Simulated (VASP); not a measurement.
Level of theory: revPBE GGA, VASP's PBE PAW potentials (set 64) (plane waves; VASP).

A VASP calculation is set up with these files.

### KPOINTS
```
Regular mesh
0
gamma
  6 6 6
0 0 0
```

POSCAR:
```
KMgF3
1
    4.0667543847     0.0000000000     0.0000000000
    0.0000000000     4.0667543847     0.0000000000
    0.0000000000     0.0000000000     4.0667543847
K Mg F
1 1 3
Direct
  0.0000000000   0.0000000000   0.0000000000
  0.5000000000   0.5000000000   0.5000000000
  0.5000000000   0.0000000000   0.5000000000
  0.0000000000   0.5000000000   0.5000000000
  0.5000000000   0.5000000000   0.0000000000
```

INCAR:
```
# general
SYSTEM = KMgF3
PREC   = Accurate
ENCUT  = 520   # plane-wave cut-off (eV)
LREAL  = .FALSE.
LASPH  = .TRUE.   # aspherical one-centre terms

# electronic loop
EDIFF  = 1E-7
NELM   = 100
ALGO   = Normal   # blocked Davidson

# smearing
ISMEAR = 0
SIGMA  = 0.05   # width (eV)

# functional
GGA    = RE

# ions
ISIF   = 2   # forces and stress, cell fixed

# output
LWAVE  = .FALSE.
LCHARG = .FALSE.
```

POTCAR, in this order: K_sv Mg F (PBE.64 set). Program: vasp_std.

What VASP printed:

### OSZICAR
```
       N       E                     dE             d eps       ncg     rms          rms(c)
DAV:   1     0.244545753847E+03    0.24455E+03   -0.17675E+04   800   0.155E+03
DAV:   2    -0.142905220644E+02   -0.25884E+03   -0.25041E+03  1028   0.382E+02
DAV:   3    -0.250979807828E+02   -0.10807E+02   -0.10779E+02   948   0.784E+01
DAV:   4    -0.254701948227E+02   -0.37221E+00   -0.37151E+00  1428   0.117E+01
DAV:   5    -0.254710555006E+02   -0.86068E-03   -0.86065E-03   916   0.604E-01    0.911E+00
DAV:   6    -0.232104419248E+02    0.22606E+01   -0.98266E+00   892   0.226E+01    0.349E+00
DAV:   7    -0.232266615943E+02   -0.16220E-01   -0.24325E-01  1048   0.340E+00    0.222E+00
DAV:   8    -0.232532166199E+02   -0.26555E-01   -0.95961E-02   944   0.329E+00    0.296E-01
DAV:   9    -0.232542940393E+02   -0.10774E-02   -0.14652E-02  1000   0.914E-01    0.135E-01
DAV:  10    -0.232550632037E+02   -0.76916E-03   -0.16279E-03  1020   0.344E-01    0.586E-02
DAV:  11    -0.232551118270E+02   -0.48623E-04   -0.23857E-04   968   0.120E-01    0.357E-02
DAV:  12    -0.232550829815E+02    0.28846E-04   -0.16776E-04   928   0.898E-02    0.386E-03
DAV:  13    -0.232550839490E+02   -0.96747E-06   -0.54147E-06  1000   0.179E-02    0.143E-03
DAV:  14    -0.232550838618E+02    0.87142E-07   -0.48703E-07   940   0.539E-03
   1 F= -.23255084E+02 E0= -.23255084E+02  d E =-.258669E-22
```

### OUTCAR
```
------------------------ aborting loop because EDIFF is reached ----------------------------------------
  FORCE on cell =-STRESS in cart. coord.  units (eV):
  Direction    XX          YY          ZZ          XY          YZ          ZX
  --------------------------------------------------------------------------------------
  Total        0.8443059      0.8443059      0.8443059     -0.0000000     -0.0000000      0.0000000
  in kB       20.1125248     20.1125248     20.1125248     -0.0000000     -0.0000000      0.0000000
  external PRESSURE =      20.1125248 kB  Pullay stress =       0.0000000 kB
  volume of cell :       67.26
      direct lattice vectors                 reciprocal lattice vectors
     4.066754385  0.000000000  0.000000000     0.245896335  0.000000000  0.000000000
     0.000000000  4.066754385  0.000000000     0.000000000  0.245896335  0.000000000
     0.000000000  0.000000000  4.066754385     0.000000000  0.000000000  0.245896335
 POSITION                                       TOTAL-FORCE (eV/Angst)
 -----------------------------------------------------------------------------------
      0.00000      0.00000      0.00000         0.000000      0.000000      0.000000
      2.03338      2.03338      2.03338         0.000000      0.000000      0.000000
      2.03338      0.00000      2.03338         0.000000      0.000000      0.000000
      0.00000      2.03338      2.03338         0.000000      0.000000      0.000000
      2.03338      2.03338      0.00000         0.000000      0.000000      0.000000
 -----------------------------------------------------------------------------------
    total drift:                                0.000000      0.000000     -0.000000
  FREE ENERGIE OF THE ION-ELECTRON SYSTEM (eV)
  ---------------------------------------------------
  free  energy   TOTEN  =       -23.2550838618 eV

  energy  without entropy=      -23.2550838618  energy(sigma->0) =      -23.25508386
```
(Selected blocks of OUTCAR.)

The compound is KMgF3 in the cubic perovskite structure. This cell is one point of a volume scan, at 0.97 of the reference volume.
